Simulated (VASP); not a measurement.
All values below come from PBEsol GGA, VASP's PBE PAW potentials (set 64) (plane waves; VASP).

The input files of a VASP run:

INCAR:
```
SYSTEM  =  Cl
PREC  =  Accurate; ENCUT  =  480; LREAL  =  .FALSE.
LASPH  =  .TRUE.
EDIFF  =  1E-7; NELM  =  100; ALGO  =  Normal
ISMEAR  =  1; SIGMA  =  0.1
GGA  =  PS
ISIF  =  2
LWAVE  =  .FALSE.; LCHARG  =  .FALSE.
```

**KPOINTS**
```
Automatic mesh
0
Gamma
10 10 4
0 0 0
```

File POSCAR:
```
Cl
14.985620
  0.2401533273   0.0000000000   0.0000000000
 -0.1200766637   0.2079789246   0.0000000000
  0.0000000000   0.0000000000   0.4999999860
Cl
4
Cart
  0.0000000000   0.0000000000   0.0000000000
  0.0000000000   0.0000000000   0.2499999930
 -0.0000001201   0.1386526857   0.1300047944
  0.1200767838   0.0693262389   0.3749999895
```

POTCAR, in this order: Cl (PBE.64 set). Program: vasp_std.

The run wrote:

### OSZICAR
```
       N       E                     dE             d eps       ncg     rms          rms(c)
DAV:   1     0.172799336185E+03    0.17280E+03   -0.12446E+04  1800   0.127E+03
DAV:   2     0.395914776346E+01   -0.16884E+03   -0.16712E+03  2664   0.234E+02
DAV:   3    -0.538338981612E+01   -0.93425E+01   -0.92469E+01  1994   0.648E+01
DAV:   4    -0.551874591372E+01   -0.13536E+00   -0.13521E+00  2182   0.922E+00
DAV:   5    -0.552110259684E+01   -0.23567E-02   -0.23563E-02  1954   0.119E+00    0.126E+01
DAV:   6    -0.549508771345E+01    0.26015E-01   -0.44479E-01  2172   0.275E+00    0.773E+00
DAV:   7    -0.570167997704E+01   -0.20659E+00   -0.30489E+00  2680   0.640E+00    0.320E+00
DAV:   8    -0.547421528313E+01    0.22746E+00   -0.16817E+00  2646   0.497E+00    0.585E-01
DAV:   9    -0.547479859944E+01   -0.58332E-03   -0.60898E-02  1922   0.155E+00    0.423E-01
DAV:  10    -0.547403952386E+01    0.75908E-03   -0.51214E-03  2002   0.446E-01    0.295E-01
DAV:  11    -0.547369519997E+01    0.34432E-03   -0.12853E-03  2006   0.192E-01    0.150E-01
DAV:  12    -0.547355232646E+01    0.14287E-03   -0.76048E-04  2024   0.132E-01    0.568E-02
DAV:  13    -0.547355110853E+01    0.12179E-05   -0.93045E-05  1910   0.560E-02    0.330E-02
DAV:  14    -0.547355150674E+01   -0.39821E-06   -0.53070E-06  1968   0.155E-02    0.265E-02
DAV:  15    -0.547355004245E+01    0.14643E-05   -0.50071E-06  2158   0.142E-02    0.179E-02
DAV:  16    -0.547355023847E+01   -0.19602E-06   -0.29160E-06  2062   0.116E-02    0.130E-02
DAV:  17    -0.547354999108E+01    0.24738E-06   -0.50475E-07  1720   0.498E-03    0.103E-02
DAV:  18    -0.547354996106E+01    0.30021E-07   -0.10563E-07   990   0.222E-03
   1 F= -.54735500E+01 E0= -.54737113E+01  d E =0.484072E-03
```

### OUTCAR
```
------------------------ aborting loop because EDIFF is reached ----------------------------------------
  FORCE on cell =-STRESS in cart. coord.  units (eV):
  Direction    XX          YY          ZZ          XY          YZ          ZX
  --------------------------------------------------------------------------------------
  Total       -0.0045467     -0.0045467      0.0398265      0.0000000      0.0000000      0.0000000
  in kB       -0.0866777     -0.0866778      0.7592436      0.0000000      0.0000000      0.0000000
  external PRESSURE =       0.1952960 kB  Pullay stress =       0.0000000 kB
  volume of cell :       84.04
      direct lattice vectors                 reciprocal lattice vectors
     3.598846505  0.000000000  0.000000000     0.277866811  0.160426445  0.000000000
    -1.799423253  3.116693132  0.000000000     0.000000000  0.320852890  0.000000000
     0.000000000  0.000000000  7.492809790     0.000000000  0.000000000  0.133461282
 POSITION                                       TOTAL-FORCE (eV/Angst)
 -----------------------------------------------------------------------------------
      0.00000      0.00000      0.00000         0.000000      0.000000      0.208233
      0.00000      0.00000      3.74640         0.000000      0.000000      0.253779
     -0.00000      2.07780      1.94820        -0.000000      0.000000     -0.373640
      1.79943      1.03890      5.61961        -0.000000     -0.000000     -0.088372
 -----------------------------------------------------------------------------------
    total drift:                               -0.000000      0.000000     -0.000062
  FREE ENERGIE OF THE ION-ELECTRON SYSTEM (eV)
  ---------------------------------------------------
  free  energy   TOTEN  =        -5.4735499611 eV

  energy  without entropy=       -5.4740340330  energy(sigma->0) =       -5.47371132
```
(Selected blocks of OUTCAR.)

The structure was generated: Cl was put into the dhcp type (P6_3/mmc), which need not be its known phase. This cell was strained or had an atom moved on purpose.
